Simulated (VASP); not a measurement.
# GeCN2 (R-3m) in VASP: single point with PBEsol

Aim: the single point of GeCN2 with PBEsol.

Program: VASP 6.6.1. These are calculated values, not measurements. Logs are shortened: lines on timing, memory, paths and dates and some standing lists are left out, and cuts for length are marked.

## (1) The structure

Symmetry: R-3m, No. 166, trigonal system. The conventional cell has a = 3.588 Å, b = 3.588 Å, c = 14.766 Å, α = 90.00°, β = 90.00°, γ = 120.00°. Around Ge (site symmetry -3m) lie 6 N at 2.40 Å. C (site symmetry -3m) is surrounded by 2 N at 1.24 Å. Around N (site symmetry 3m) lie 1 C at 1.24 Å.

The cell comes from a database or a generator and needn't be the stable form of this composition.

## (2) Single point, PBEsol

INCAR reads:

```
  PREC = Accurate
  ENCUT = 520
  EDIFF = 1E-7
  ISMEAR = 0
  SIGMA = 0.05
  LREAL = F
  LASPH = T
  NELM = 100
  ALGO = Normal
  ISIF = 2
  LWAVE = F
  LCHARG = F
  GGA = PS
  NBANDS = 22
```

KPOINTS reads:

```
Automatic mesh
0
Gamma
  9 9 9
```

POSCAR reads:

```
GeCN2
1.0
    1.7937903697      1.0356453528      4.9219572124
   -1.7937903697      1.0356453528      4.9219572124
    0.0000000000     -2.0712907057      4.9219572124
Ge C N
1 1 2
Direct
    0.0000000000      0.0000000000      0.0000000000
    0.5000000000      0.5000000000      0.5000000000
    0.4160956000      0.4160956000      0.4160956000
    0.5839044000      0.5839044000      0.5839044000
```

Potentials or basis: VASP PAW PBE potentials, release 64 (Ge_d, C, N).

The run is started by

```console
> cat potpaw_PBE.64/Ge_d/POTCAR potpaw_PBE.64/C/POTCAR potpaw_PBE.64/N/POTCAR > POTCAR
> mpirun -np 1 vasp_std > vasp.out
```

OUTCAR:

```text
PREC = Accurate
   ENCUT = 520
   EDIFF = 1E-7
   ISMEAR = 0
   LREAL = F
   LASPH = T
   NELM = 100
   ISIF = 2
   GGA = PS

 ion  position               nearest neighbor table
   1  0.000  0.000  0.000-
   2  0.500  0.500  0.500-   3 1.24   4 1.24
   3  0.416  0.416  0.416-   2 1.24
   4  0.584  0.584  0.584-   2 1.24

  LATTYP: Found a trigonal (rhomboedric) cell.
 ALAT       =     5.3400288377
 COS(alpha) =     0.7743235887

  Lattice vectors:

 A1 = (   1.7937903697,   1.0356453528,   4.9219572124)
 A2 = (  -1.7937903697,   1.0356453528,   4.9219572124)
 A3 = (   0.0000000000,  -2.0712907057,   4.9219572124)

Analysis of symmetry for initial positions (statically):
=====================================================================
 Subroutine PRICEL returns:
 Original cell was already a primitive cell.

 Routine SETGRP: Setting up the symmetry group for a
 trigonal (rhombohedral) supercell.

 Subroutine GETGRP returns: Found 12 space group operations
 (whereof 12 operations were pure point group operations)
 out of a pool of 12 trial point group operations.

The static configuration has the point symmetry D_3d.

Analysis of symmetry for dynamics (positions and initial velocities):
=====================================================================
 Subroutine PRICEL returns:
 Original cell was already a primitive cell.

 Routine SETGRP: Setting up the symmetry group for a
 trigonal (rhombohedral) supercell.

 Subroutine GETGRP returns: Found 12 space group operations
 (whereof 12 operations were pure point group operations)
 out of a pool of 12 trial point group operations.

The dynamic configuration has the point symmetry D_3d.

 Subroutine INISYM returns: Found 12 space group operations
 (whereof 12 operations are pure point group operations),
 and found     1 'primitive' translations

----------------------------------------------------------------------------------------

                                     Primitive cell

  volume of cell :      54.8620

  direct lattice vectors                    reciprocal lattice vectors
     1.793790370  1.035645353  4.921957212     0.278739371  0.160930251  0.067723737
    -1.793790370  1.035645353  4.921957212    -0.278739371  0.160930251  0.067723737
     0.000000000 -2.071290706  4.921957212     0.000000000 -0.321860502  0.067723737

  length of vectors
     5.340028838  5.340028838  5.340028838     0.328908327  0.328908327  0.328908327

  position of ions in fractional coordinates (direct lattice)
     0.000000000  0.000000000  0.000000000
     0.500000000  0.500000000  0.500000000
     0.416095600  0.416095600  0.416095600
     0.583904400  0.583904400  0.583904400

  ion indices of the primitive-cell ions
   primitive index   ion index
                 1           1
                 2           2
                 3           3
                 4           4

----------------------------------------------------------------------------------------

 KPOINTS: Automatic mesh

Automatic generation of k-mesh.
 Grid dimensions read from file:
 generate k-points for:    9    9    9

 Generating k-lattice:

  Cartesian coordinates                     Fractional coordinates (reciprocal lattice)
     0.030971041  0.017881139  0.007524860     0.111111111  0.000000000  0.000000000
    -0.030971041  0.017881139  0.007524860     0.000000000  0.111111111  0.000000000
     0.000000000 -0.035762278  0.007524860     0.000000000  0.000000000  0.111111111

  Length of vectors
     0.036545370  0.036545370  0.036545370

  Shift w.r.t. Gamma in fractional coordinates (k-lattice)
     0.000000000  0.000000000  0.000000000

 Subroutine IBZKPT returns following result:
 ===========================================

 Found     85 irreducible k-points:

 Following reciprocal coordinates:
            Coordinates               Weight
  0.000000  0.000000  0.000000      1.000000
  0.111111 -0.000000  0.000000      6.000000
  0.222222  0.000000  0.000000      6.000000
  0.333333  0.000000  0.000000      6.000000
  0.444444  0.000000  0.000000      6.000000
  0.111111  0.111111  0.000000      6.000000
[... 16 lines left out ...]
 -0.333333  0.333333  0.000000      6.000000
  0.444444  0.444444  0.000000      6.000000
 [... further k-points ...]
   k-points           NKPTS =     85   k-points in BZ     NKDIM =     85   number of bands    NBANDS=     22
   number of dos      NEDOS =    301   number of ions     NIONS =      4
   total plane-waves  NPLWV =  64000
   dimension x,y,z NGX =    40 NGY =   40 NGZ =   40
   dimension x,y,z NGXF=    80 NGYF=   80 NGZF=   80
   ions per type =               1   1   2
   NGX,Y,Z   is equivalent  to a cutoff of  12.45, 12.45, 12.45 a.u.
   NGXF,Y,Z  is equivalent  to a cutoff of  24.91, 24.91, 24.91 a.u.
 SYSTEM =  unknown system
   PREC   = accura    normal or accurate (medium, high low for compatibility)
   ISTART =      0    job   : 0-new  1-cont  2-samecut
   ICHARG =      2    charge: 1-file 2-atom 10-const
   ISPIN  =      1    spin polarized calculation?
   LNONCOLLINEAR =      F non collinear calculations
   LSORBIT =      F    spin-orbit coupling
   LASPH  =      T    aspherical Exc in radial PAW
   ENCUT  =  520.0 eV  38.22 Ry    6.18 a.u.   9.93  9.93  9.93*2*pi/ulx,y,z
   NELM   =    100;   NELMIN=  2; NELMDL= -5     # of ELM steps
   EDIFF  = 0.1E-06   stopping-criterion for ELM
   LREAL  =      F    real-space projection
   EDIFFG = 0.1E-05   stopping-criterion for IOM
   NSW    =      0    number of steps for IOM
   IBRION =     -1    ionic relax: 0-MD 1-quasi-New 2-CG
   NFREE  =      0    steps in history (QN), initial steepest desc. (CG)
   ISIF   =      2    stress and relaxation
   ISYM   =      2    0-nonsym 1-usesym 2-fastsym
   POTIM  = 0.5000    time-step for ionic-motion
   TEBEG  =    0.0;   TEEND  =   0.0 temperature during run
   PSTRESS=    0.0 pullay stress
   NELECT =      28.0000    total number of electrons
   NUPDOWN=      -1.0000    fix difference up-down
   EMIN   =  10.00;   EMAX   =-10.00  energy-range for DOS
   EFERMI =   0.00;   METHOD = LEGACY
   ISMEAR =     0;   SIGMA  =   0.05  broadening in eV -4-tet -1-fermi 0-gaus
   EFERMI_NEDOS =   21; number of points for ismear=-14 and -15
   IALGO  =     38    algorithm
   IMIX   =      4    mixing-type and parameters
     AMIX     =   0.40;   BMIX     =  1.00
     AMIX_MAG =   1.60;   BMIX_MAG =  1.00
  volume/ion in A,a.u.               =      13.72        92.56
  Fermi-wavevector in a.u.,A,eV,Ry     =   1.308289  2.472307 23.287992  1.711619
  Thomas-Fermi vector in A             =   2.438966
   LORBIT       =      0    0 simple, 1 ext, 2 COOP (PROOUT), +10 PAW based schemes
   GGA     = PS    functional components
   LHFCALC =     F    Hartree Fock is set to
   AEXX    =    0.0000 exact exchange contribution
   IVDW    =     0    specifies the selected vdW correction
   LEPSILON=     F    determine dielectric tensor
   LRPA    =     F    only Hartree local field effects (RPA)
 non-spin polarized calculation
 Gauss-broadening in eV      SIGMA  =   0.05
  energy-cutoff  :      520.00
  volume of cell :       54.86
 maximum number of plane-waves:      1503
   NGX = 19   NGY = 19   NGZ = 19

 number of electron      28.0000006 magnetization

 Free energy of the ion-electron system (eV)
  ---------------------------------------------------
  ext. energy  EPLUGINS =         0.00000000
  ---------------------------------------------------
  free energy    TOTEN  =       -30.59560076 eV

  energy without entropy =      -30.59560076  energy(sigma->0) =      -30.59560076

 E-fermi :   3.6776     XC(G=0):  -9.9147

 val. band max:        3.4072836928   @ k =  -0.4444  -0.4444   0.2222
 cond. band min:       4.4084688672   @ k =   0.4444   0.4444   0.4444
 fundamental gap:      1.0011851744
 Fermi energy:         3.6776424068

 k-point     1 :       0.0000    0.0000    0.0000
  band No.  band energies     occupation
      1     -21.2122      2.00000
      2     -21.2071      2.00000
      3     -21.2071      2.00000
      4     -21.1981      2.00000
      5     -21.1981      2.00000
      6     -15.7834      2.00000
[... 14 lines left out ...]
     21      13.3165      0.00000
     22      14.0579      0.00000

 k-point     2 :       0.1111   -0.0000    0.0000
  band No.  band energies     occupation
      1     -21.2113      2.00000
      2     -21.2076      2.00000
      3     -21.2051      2.00000
      4     -21.1997      2.00000
      5     -21.1985      2.00000
      6     -15.7438      2.00000
[... 14 lines left out ...]
     21      12.7332      0.00000
     22      13.7489      0.00000

 k-point     3 :       0.2222    0.0000    0.0000
  band No.  band energies     occupation
      1     -21.2126      2.00000
      2     -21.2063      2.00000
      3     -21.2028      2.00000
      4     -21.2001      2.00000
      5     -21.1992      2.00000
      6     -15.6411      2.00000
[... 14 lines left out ...]
     21      11.5837      0.00000
     22      14.4928      0.00000

 k-point     4 :       0.3333    0.0000    0.0000
  band No.  band energies     occupation
      1     -21.2170      2.00000
      2     -21.2071      2.00000
      3     -21.2011      2.00000
      4     -21.2002      2.00000
      5     -21.1942      2.00000
      6     -15.5197      2.00000
[... 14 lines left out ...]
     21      11.7917      0.00000
     22      14.9652      0.00000

 k-point     5 :       0.4444    0.0000    0.0000
  band No.  band energies     occupation
      1     -21.2204      2.00000
      2     -21.2085      2.00000
      3     -21.2008      2.00000
      4     -21.1985      2.00000
      5     -21.1904      2.00000
      6     -15.4377      2.00000
[... 417 lines left out ...]
 k-point    22 :      -0.4444    0.3333   -0.0000
  band No.  band energies     occupation
      1     -21.2148      2.00000
      2     -21.2052      2.00000
      3     -21.2046      2.00000
      4     -21.2002      2.00000
      5     -21.1944      2.00000
      6     -15.3626      2.00000
[... 14 lines left out ...]
     21      13.5414      0.00000
     22      14.5001      0.00000

 k-point    23 :      -0.3333    0.3333    0.0000
  band No.  band energies     occupation
      1     -21.2101      2.00000
      2     -21.2092      2.00000
      3     -21.2011      2.00000
      4     -21.1992      2.00000
      5     -21.1992      2.00000
      6     -15.3584      2.00000
[... 14 lines left out ...]
     21      13.3413      0.00000
     22      14.0725      0.00000

 k-point    24 :       0.4444    0.4444    0.0000
  band No.  band energies     occupation
      1     -21.2213      2.00000
      2     -21.2090      2.00000
      3     -21.2006      2.00000
      4     -21.1984      2.00000
      5     -21.1904      2.00000
      6     -15.3782      2.00000
[... 14 lines left out ...]
     21      12.4619      0.00000
     22      15.3881      0.00000

 [... further k-points ...]

------------------------ aborting loop because EDIFF is reached ----------------------------------------

  FORCE on cell =-STRESS in cart. coord.  units (eV):
  Direction    XX          YY          ZZ          XY          YZ          ZX
  --------------------------------------------------------------------------------------
  -------------------------------------------------------------------------------------
  Total       -1.1510626     -1.1510626     -0.8706474      0.0000000      0.0000000      0.0000000
  in kB      -33.6153546    -33.6153546    -25.4261774      0.0000000      0.0000000      0.0000000
  external PRESSURE =     -30.8856289 kB  Pullay stress =       0.0000000 kB

 VOLUME and BASIS-vectors are now :
 -----------------------------------------------------------------------------
  energy-cutoff  :      520.00
  volume of cell :       54.86
      direct lattice vectors                 reciprocal lattice vectors
     1.793790370  1.035645353  4.921957212     0.278739371  0.160930251  0.067723737
    -1.793790370  1.035645353  4.921957212    -0.278739371  0.160930251  0.067723737
     0.000000000 -2.071290706  4.921957212     0.000000000 -0.321860502  0.067723737

 POSITION                                       TOTAL-FORCE (eV/Angst)
 -----------------------------------------------------------------------------------
      0.00000      0.00000      0.00000         0.000000     -0.000000      0.000000
      0.00000     -0.00000      7.38294         0.000000     -0.000000      0.000000
      0.00000     -0.00000      6.14401         0.000000      0.000000     -0.189540
      0.00000     -0.00000      8.62186         0.000000     -0.000000      0.189540
 -----------------------------------------------------------------------------------
    total drift:                               -0.000000      0.000000     -0.000000

  FREE ENERGIE OF THE ION-ELECTRON SYSTEM (eV)
  ---------------------------------------------------
  free  energy   TOTEN  =       -30.5956007617 eV

  energy  without entropy=      -30.5956007617  energy(sigma->0) =      -30.59560076
```

Run time: 3.1 min. Hardware: 1 thread of AMD EPYC 7R13 (Zen 3), shared host; peak memory 0.27 GiB.

Results:

```yaml
Free_energy: -30.5956 eV
Pressure: -3.1 GPa
Largest_force: 0.190 eV/Å
Band_gap_on_the_k_mesh: 1.00 eV, indirect (least direct gap 1.82 eV)
```

Forces in eV/Å, atoms in the order of the input:
```
Ge   0.000  0.000  0.000
C    0.000  0.000  0.000
N    0.000  0.000 -0.190
N    0.000  0.000  0.190
```

Stress tensor (GPa, compression positive):
```
-3.36  0.00  0.00
 0.00 -3.36  0.00
 0.00  0.00 -2.54
```

Levels at points of the mesh, in eV from the valence-band top:
| k point | band 11 | band 12 | band 13 | band 14 | band 15 | band 16 | band 17 | band 18 |
| --- | --- | --- | --- | --- | --- | --- | --- | --- |
| (0.00, 0.00, 0.00) | -5.18 | -2.07 | -1.88 | -1.88 | 2.46 | 3.24 | 3.24 | 4.92 |

Caveat: the standard files for N, O and F lose accuracy on very short bonds; the PAW data sets were made with another functional, which shifts forces and pressure a little; an odd mesh through Γ misses points on the zone boundary, where band edges often lie. Expect the measured gap to be larger: semilocal functionals such as PBEsol lack the derivative discontinuity.
